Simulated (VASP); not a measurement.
Data:

```xyz
10
Lattice="2.5936 1.4974 4.5441 -2.5936 1.4974 4.5441 0.0000 -2.9948 4.5441" Properties=species:S:1:pos:R:3 pbc="T T T"
Li     0.0000     0.0000     3.4081
Li     0.0000     0.0000    10.2242
Nb     0.0000     0.0000     6.8161
Nb     0.0000     0.0000     0.0000
O     -0.6196    -1.4974     5.6801
O      0.6196     1.4974     7.9521
O      1.6066     0.2121     5.6801
O     -1.6066    -0.2121     7.9521
O     -0.9870     1.2853     5.6801
O      0.9870    -1.2853     7.9521
```

Computed with PBEsol GGA, VASP's PBE PAW potentials (set 64) (plane waves; VASP 6.6.1). Run with 520 eV cut-off, Gaussian smearing of 0.050 eV, potentials Li_sv Nb_sv O.

### Question
Predict the band gap (along the path) with the smallest direct gap where there is one.

### Answer

| Quantity | Result |
|---|---|
| band gap (along the path) | 2.54 eV |
| smallest direct gap (along the path) | 2.64 eV |

Total energies compare only between runs with the same potentials, cut-off and functional.

The structure comes from a computed database's LiNbO3 entry (R-3c); how it stands against other phases isn't given here. It was relaxed first.
